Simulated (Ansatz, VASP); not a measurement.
# LuZn: VASP beside Ansatz, part 2 of 2

One calculation is typed for both programs; each brings its own data sets. How far apart do they land? The cell is taken from a series of runs on this material, whose earlier steps may have relaxed, scaled, displaced or heated it; both programs get it as it stands.

VASP 6.6.1 and Ansatz 0.2.0.

So far. Step 2 (VASP: zone-centre phonons, PBEsol): The data set Lu_3 holds the 4f electrons frozen in the core, so no f bands or f moments appear.

## (3) Ansatz: zone-centre phonons, PBEsol

Level of this step: Ansatz beside VASP: Kohn-Sham DFT, plane waves, PBEsol (Ansatz).

Ansatz runs on its default PAW (the set named soft_2) files.

The same cell, functional, mesh and smearing now go to Ansatz, which takes its cutoff from its data sets.

input.yaml reads:

```yaml
crystal:
  lattice:
    - [3.4316567622, 0.0, 0.0]
    - [0.0, 3.4316567622, 0.0]
    - [0.0, 0.0, 3.4316567622]
  atoms:
    - { symbol: Lu, position: [0.0, 0.0, 0.0] }
    - { symbol: Zn, position: [0.5, 0.5, 0.5] }
kpoints:
  mp_grid: { grid: [16, 16, 16] }
hamiltonian:
  xc: pbesol
scf:
  occupations: { method: fermi_dirac, width: 0.1 }
output:
  eigenvalues: true
phonons:
  method: dfpt
  qpoints:
    - [0, 0, 0]
    - [0.0, 0.0625, 0.0]
    - [0.0, 0.1875, 0.0]
    - [0.0, 0.3125, 0.0]
    - [0.0, 0.4375, 0.0]
```

Run with:

```bash
> ansatz run input.yaml --threads 4 --pin off --max-ram 8192MiB --backend cpu --events-out ev --progress --plain --runs-dir out
```

Numbers of over 12 decimals in the logs are rounded to 6 here.

Output:

```text
Engine: ansatz 0.2.0, aarch64-unknown-linux-gnu
Pseudopotentials: kind: paw
Pseudopotential: Lu, paw, valence charge 25, recommended cutoff 420 eV (normal), Lu.paw.azcp
Pseudopotential: Zn, paw, valence charge 12, recommended cutoff 420 eV (normal), Zn.paw.azcp
Functional definition: PBEsol
  exchange = pbesol_x
  correlation = pbesol_c
Crystal: 2 atoms, lattice volume = 40.412 Å³
Basis set: ecut = 420 eV, 751 PW (Γ), exchange–correlation on 48×48×48 points (8 copies of the dense FFT grid, shifted against one another)
Bands: 23, of which v1, the nominal top of the filled ones, is band 19 counted from 1 (18 counted from 0)
Symmetry: 48 space group operations
k-points: 165 of 4096
Non-local potential: Lu, projectors of the file, l = 0: 3, l = 1: 2, l = 2: 2, l = 3: 3
Non-local potential: Zn, projectors of the file, l = 0: 2, l = 1: 2, l = 2: 3, l = 3: 1
PAW form: soft (Blöchl's): semilocal exchange-correlation on the pseudo side does not see the compensation charge
PAW frozen core: Lu, regenerated for the run's functional, and the local potential with it (the file was generated under x = pbe(κ = 0.804, μ = 0.219515), c = pbe(β = 0.066725))
PAW frozen core: Zn, regenerated for the run's functional, and the local potential with it (the file was generated under x = pbe(κ = 0.804, μ = 0.219515), c = pbe(β = 0.066725))
PAW one-centre angular grid: Lu, 590 points (default); XC on 64 Gauss nodes
PAW one-centre angular grid: Zn, 590 points (default); XC on 64 Gauss nodes
Initial density: superposition of atomic densities (neutral atoms: chi_scale 0, normalization atom), corrected by the library's trained network
Initial wavefunctions: pseudopotential atomic-orbital guess
Functional: x = pbesol(κ = 0.804, μ = 0.123457), c = pbesol(β = 0.046)
SCF iter   1: F=—  HF=-17893.096847 eV  |F-HF|=—  |Δ(HF+E_count)|=         —  Δρ=2.87e-3  dr2=2.17e-3  ethr=1.77e-3  ⟨swp⟩=5.4  Hψ=18208  notcnv=0
preconditioner: auto → Kerker (q_TF=auto, 2.688 Å⁻¹)  [metal: Δε(μ)=0.009 eV  Ē_g=12.132 eV  σ=0.100 eV  W_gap=0.02  n_scr=18 (ndim 8)  ℏωp=34.6 eV  f_vac=0.000  D(μ)=1.60/eV (n_scr^D=18)]
SCF iter   2: F=—  HF=-17893.092564 eV  |F-HF|=—  |Δ(HF+E_count)|=   4.28e-3  Δρ=1.16e-3  dr2=3.20e-4  ethr=5.88e-6  ⟨swp⟩=3.0  Hψ=11260  notcnv=0
SCF iter   3: F=—  HF=-17893.091710 eV  |F-HF|=—  |Δ(HF+E_count)|=   8.54e-4  Δρ=7.04e-4  dr2=1.43e-4  ethr=8.64e-7  ⟨swp⟩=3.0  Hψ=8311  notcnv=0
SCF iter   4: F=—  HF=-17893.091664 eV  |F-HF|=—  |Δ(HF+E_count)|=   4.63e-5  Δρ=3.20e-4  dr2=4.11e-5  ethr=3.87e-7  ⟨swp⟩=3.1  Hψ=9154  notcnv=0
SCF iter   5: F=—  HF=-17893.091656 eV  |F-HF|=—  |Δ(HF+E_count)|=   7.98e-6  Δρ=1.06e-4  dr2=5.42e-6  ethr=1.11e-7  ⟨swp⟩=2.0  Hψ=6881  notcnv=0
SCF iter   6: F=—  HF=-17893.091658 eV  |F-HF|=—  |Δ(HF+E_count)|=   2.77e-6  Δρ=9.98e-5  dr2=2.39e-6  ethr=1.47e-8  ⟨swp⟩=2.5  Hψ=8083  notcnv=0
SCF iter   7: F=—  HF=-17893.091656 eV  |F-HF|=—  |Δ(HF+E_count)|=   2.83e-6  Δρ=1.28e-5  dr2=5.58e-8  ethr=6.46e-9  ⟨swp⟩=3.1  Hψ=7922  notcnv=0
SCF iter   8: F=—  HF=-17893.091656 eV  |F-HF|=—  |Δ(HF+E_count)|=   6.83e-8  Δρ=3.99e-6  dr2=3.38e-9  ethr=1.51e-10  ⟨swp⟩=3.0  Hψ=9317  notcnv=0
SCF iter   9: F=—  HF=-17893.091656 eV  |F-HF|=—  |Δ(HF+E_count)|=   1.18e-9  Δρ=1.03e-6  dr2=1.74e-10  ethr=9.15e-12  ⟨swp⟩=2.0  Hψ=6917  notcnv=0
SCF iter  10: F=—  HF=-17893.091656 eV  |F-HF|=—  |Δ(HF+E_count)|=  5.89e-10  Δρ=1.49e-7  dr2=4.57e-12  ethr=1.00e-12  ⟨swp⟩=7.6  Hψ=31439  notcnv=0
SCF iter  11: F=-17893.091656 eV  HF=-17893.091656 eV  |F-HF|=7.28e-12  |Δ(HF+E_count)|=  7.28e-12  Δρ=3.20e-8  dr2=2.29e-13  ethr=1.00e-12  ⟨swp⟩=7.1  Hψ=21886  notcnv=0
SCF 1 converged in 11 iterations: F = -17893.091656 eV  dr2 = 2.29e-13
  greatest PAW one-centre occupation: 0.998 electrons in one spin orbital (limit 2), on the Lu atom at site 0 (counted from 0), in its partial waves of l = 0
NSCF: frozen V_eff on 165 k-points
NSCF: frozen V_eff on 405 k-points
DFPT response loops at q = (0, 0, 0) (fractional): preconditioner auto → Kerker (q_TF=auto, 2.688 Å⁻¹) (partly filled bands, converged f_vac=0.000); β = 1.00, the filter's whole step (`scf.mixing.beta` (0.50) is not read by the response loops under this deck's `scf.mixing.preconditioner`; to damp them name `kerker` or `kerker_dos`, under which they read `scf.mixing.beta`, and type it under 1.00, their step now; both keys bind the ground state too); Broyden in place of MSR1
NSCF: frozen V_eff on 2592 k-points
DFPT response loops at q = (0, 0.0625, 0) (fractional): mixed as the last ones told, above
NSCF: frozen V_eff on 2592 k-points
DFPT response loops at q = (0, 0.1875, 0) (fractional): mixed as the last ones told, above
NSCF: frozen V_eff on 2592 k-points
DFPT response loops at q = (0, 0.3125, 0) (fractional): mixed as the last ones told, above
NSCF: frozen V_eff on 2592 k-points
DFPT response loops at q = (0, 0.4375, 0) (fractional): mixed as the last ones told, above
SCF converged after 11 iterations
Free energy (F): -17893.091656 eV
Harris-Foulkes:  -17893.091656 eV  (|F-HF|=7.28e-12)
Internal energy: -17893.039805 eV  (E = F + TS)
E sigma→0 (E₀):  -17893.065730 eV
Entropy (-TS):   -0.051851 eV (-25.925 meV/atom)
Fermi energy:    13.975449 eV
--- Per-component energies (eV) ---
  E_band       = 89.570899
  E_kinetic    = 551.824030
  E_local      = -8008.281542  (includes V_loc(G=0)·N_el)
  E_nonlocal   = 1190.709963
  E_hartree    = 3352.494971
  E_xc         = -354.024936
  E_vxc        = -312.329386  (∫ρ·V_xc dr)
  E_paw        = -9040.526033  (= ΣΔE_a)
  E_vpaw       = -37.341756  (= ΣTr[D̂ρ^β])
  E_aug_tail   = -0.000323  (compensation charges beyond the density's cutoff)
  E_ewald      = -5587.225457
  E_core_change = 1.989523  (= ΣΔE_core)
  E_smearing   = -0.051851  (= −TS)
  E_closure    = 0.000000  (closes the sum)
  Σ components = -17893.091656   (vs F -17893.091656, Δ=0.00e0)
--- Band table (eV; the first three rows and the last of 165) ---
  k-point 0: bands = [... 15 lower, 9.0227, 9.0464, 14.0731, 14.0731, 19.0741, 19.0741, 19.0741, 19.1724]
  k-point 1: bands = [... 15 lower, 9.0241, 9.0468, 14.0501, 14.0884, 18.4094, 18.4094, 18.8292, 19.1773]
  k-point 2: bands = [... 15 lower, 9.0283, 9.0482, 13.9324, 14.1332, 17.7499, 17.7499, 18.3729, 19.1918]
  k-point 164: bands = [... 15 lower, 9.0533, 11.9169, 11.9169, 11.9169, 14.0571, 19.2905, 19.2905, 19.2905]
--- Phonons (Γ-DFPT): 2 representative perturbations + reference (Σ response iterations 8) ---
  ASR residual: 2.668e-4 → 0.000e0 eV/Å²; symmetrization residual: 2.117e-6 eV/Å²
  ASR residual per site (eV/Å²): 2.67e-4 8.61e-7
  Γ frequencies (cm⁻¹): 0.00 0.00 0.00 142.73 142.73 142.73
  non-analytic LO–TO correction: not included (Born effective charges unavailable; polar crystals: no LO–TO splitting at Γ)
--- Phonons (arbitrary-q DFPT): 5 explicit q-points ---
  q = [0, 0, 0] (of the zone-centre solve; hermiticity 1.19e-6, symmetrization 3.90e-12): -0.00 0.00 0.00 142.73 142.73 142.73
  q = [0, 0.0625, 0] (4 solved perturbations in 4032 linear systems a pass and spin channel, the states on 1296 of 4096 k-point pairs; hermiticity 3.71e-7, symmetrization 2.49e-11): 14.69 14.69 19.92 142.26 142.26 142.70
  q = [0, 0.1875, 0] (4 solved perturbations in 4032 linear systems a pass and spin channel, the states on 1296 of 4096 k-point pairs; hermiticity 9.97e-7, symmetrization 8.99e-11): 41.57 41.57 56.39 139.03 139.03 140.67
  q = [0, 0.3125, 0] (4 solved perturbations in 4032 linear systems a pass and spin channel, the states on 1296 of 4096 k-point pairs; hermiticity 1.50e-6, symmetrization 8.90e-12): 64.41 64.41 85.42 134.16 135.45 135.45
  q = [0, 0.4375, 0] (4 solved perturbations in 4032 linear systems a pass and spin channel, the states on 1296 of 4096 k-point pairs; hermiticity 4.95e-7, symmetrization 1.64e-11): 79.60 79.60 105.52 122.41 131.08 131.08
  sum rule: each row above includes the acoustic sum rule's correction from the zone centre's row sums; it moved no ω² by more than (0.64 cm⁻¹)²
```

The column dr2 measures how far the density is from self-consistency, as an energy; F and HF (Harris–Foulkes) agree once it is small.

## (4) Side by side

Known differences besides the potentials themselves: the data sets hold 37 valence electrons in Ansatz (on its default PAW (the set named soft_2) files) and 21 in VASP; the cutoff is 420 eV in Ansatz and 500 eV in VASP; Ansatz makes its cores anew for this functional, VASP keeps those of its PBE data sets. Total energies have different zeros and are not compared.

The two programs side by side:

```csv
quantity,Ansatz,VASP,difference
optical mode 1 to 3 (cm⁻¹),142.7,141.2,+1.05 %
```

Modes are paired by rising frequency, not by their patterns, so a pair may set unlike modes beside each other; they are those without the splitting of longitudinal modes.

## (5) What came out

```json
{"r.m.s. difference of the optical zone-centre modes, each program's sorted by frequency (zone-centre phonons, PBEsol)": "1.5 cm⁻¹", "difference in optical mode 1 to 3 (zone-centre phonons, PBEsol)": "+1.1 %"}
```

**Reading.** The r.m.s. difference of the optical zone-centre modes, each program's sorted by frequency is 1.5 cm⁻¹ (zone-centre phonons, PBEsol). The data sets hold unlike numbers of valence electrons (37 in Ansatz and 21 in VASP), so part of the differences comes from the potentials. Among the rows given in per cent, the largest difference of the zone-centre phonons, PBEsol pair is in optical mode 1 to 3, +1.1 %. Such differences can come from data sets, numerical settings and the points named under the comparisons, not from the functional's error against experiment.

[Lines on the potential files, build, host, timing and source positions are cut from VASP's logs without a mark.]

[Logs are printed without paths, hosts, clocks, repeated set-up lines and the standing remarks that a program may print on its own settings, such as how far it seeks lower states.]

[Hosts, paths, dates, database ids (printed as entryN), source tags and the programs' standing remarks are cut or masked in the printed files.]
